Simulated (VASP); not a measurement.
Consider the following.

```
CELL_PARAMETERS angstrom
      1.50452    -2.60590     0.00000
      1.50452     2.60590     0.00000
      0.00000     0.00000    10.98460
ATOMIC_POSITIONS crystal
  W  0.33333 0.66667 0.25000
  W  0.66667 0.33333 0.75000
  S  0.33333 0.66667 0.89373
  S  0.66667 0.33333 0.39373
  S  0.66667 0.33333 0.10627
  S  0.33333 0.66667 0.60627
```

All values below come from LDA (Ceperley-Alder, Perdew-Zunger), VASP's LDA PAW potentials (set 64) (plane waves; VASP). Run with 500 eV cut-off, 8×8×2 Γ-centred mesh, Gaussian smearing of 0.050 eV, potentials W_sv S.

Energy and stress use the plane-wave basis of the starting cell.

Question: The ions, cell shape and volume at an external pressure of 30.0 GPa are relaxed. Predict the relaxed structure.

Answer: 
```
CELL_PARAMETERS angstrom
      1.48203    -2.56694     0.00000
      1.48203     2.56694     0.00000
      0.00000     0.00000    10.78451
ATOMIC_POSITIONS crystal
  W  0.33333 0.66667 0.25000
  W  0.66667 0.33333 0.75000
  S  0.33333 0.66667 0.89679
  S  0.66667 0.33333 0.39679
  S  0.66667 0.33333 0.10321
  S  0.33333 0.66667 0.60321
```
Space group P6_3/mmc (194), at a tolerance of 0.03 Å.

Question: How do energy and volume change from the first to the last step?

Answer: The energy (σ→0) changes by +105.2 meV/atom and the volume by -4.7 %, in 7 ionic steps.

| step | E(σ→0) (eV) | max force (eV/Å) | pressure (GPa) | volume (Å³) |
|---|---|---|---|---|
| 1 | -51.7140 | 0.019 | 19.90 | 86.13 |
| 2 | -48.8782 | 3.002 | 69.24 | 75.34 |
| 3 | -51.2983 | 0.602 | 29.53 | 83.43 |
| 4 | -51.2796 | 0.626 | 29.89 | 83.33 |
| 5 | -51.1149 | 0.089 | 30.02 | 82.26 |
| 6 | -51.1031 | 0.058 | 30.03 | 82.19 |
| 7 | -51.0825 | 0.000 | 29.96 | 82.05 |

The compound is WS2 in the 2H layered structure. This run relaxes it under an external pressure of 30 GPa. Symmetry was kept, so distortions that lower it aren't found. The k-mesh is coarse (spacing up to 0.31 per Å, 2π included), so the numbers may not be converged in it.
